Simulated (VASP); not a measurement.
Given:

```xyz
3
Lattice="0.0000 3.1030 3.1030 3.1030 0.0000 3.1030 3.1030 3.1030 0.0000" Properties=species:S:1:pos:R:3 pbc="T T T"
Mg     1.5515     1.5515     1.5515
Mg     4.6545     4.6545     4.6545
Si     3.1030     3.1030     6.2061
```

These are PBE GGA with D3 dispersion (Becke-Johnson damping), VASP's PBE PAW potentials (set 64) (plane waves; VASP) values and carry that method's errors. Settings: 520 eV cut-off, 6×6×6 Γ-centred mesh, Gaussian smearing of 0.050 eV, potentials Mg Si.

Problem. What does the run give for the energy per atom (σ→0), pressure, band gap (on the k-mesh) with the smallest direct gap where there is one?

Solution. 
```
Property                                      Value
-----------------------------------  --------------
band gap (on the k-mesh)                    0.11 eV
smallest direct gap (on the k-mesh)         2.15 eV
energy per atom (σ→0)                -3.263 eV/atom
pressure                                  19.1 kbar
```

Total energies compare only between runs with the same potentials, cut-off and functional.

The compound is Mg2Si in the antifluorite structure. This cell is one point of a volume scan, at 0.97 of the reference volume.
